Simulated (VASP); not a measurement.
Consider the following.

```
CELL_PARAMETERS angstrom
      2.99472     0.00000     0.00000
      0.00000     2.99472     0.00000
      0.00000     0.00000     2.99472
ATOMIC_POSITIONS crystal
  Ti 0.00000 0.00000 0.00000
  Co 0.50000 0.50000 0.50000
```

Computed with RPBE GGA, VASP's PBE PAW potentials (set 64) (plane waves; VASP). Numerical set-up: 520 eV cut-off, Gaussian smearing of 0.050 eV, potentials Ti_sv Co.

Give the energies of bands 5 to 13 at the high-symmetry points, in eV from the Fermi level.

| band | Γ | X | M | R |
|---|---|---|---|---|
| 5 | -7.64 | -4.05 | -4.29 | -2.40 |
| 6 | -3.70 | -3.77 | -3.71 | -2.40 |
| 7 | -3.70 | -2.30 | -2.36 | -2.40 |
| 8 | -1.44 | -1.52 | -2.36 | -2.07 |
| 9 | -1.44 | -1.52 | -0.58 | -2.07 |
| 10 | -1.44 | -1.03 | -0.15 | -2.07 |
| 11 | 0.76 | -0.77 | 0.60 | -0.55 |
| 12 | 0.76 | 0.10 | 0.60 | -0.55 |
| 13 | 2.65 | 0.63 | 1.19 | 3.07 |

It has no gap at this level: it comes out as a metal or semimetal.

The compound is TiCo in the CsCl type structure. It was relaxed first. The run is not spin-polarised, so no magnetic state was tried. The electron count is odd and the run is not spin-polarised, which forces a metal.
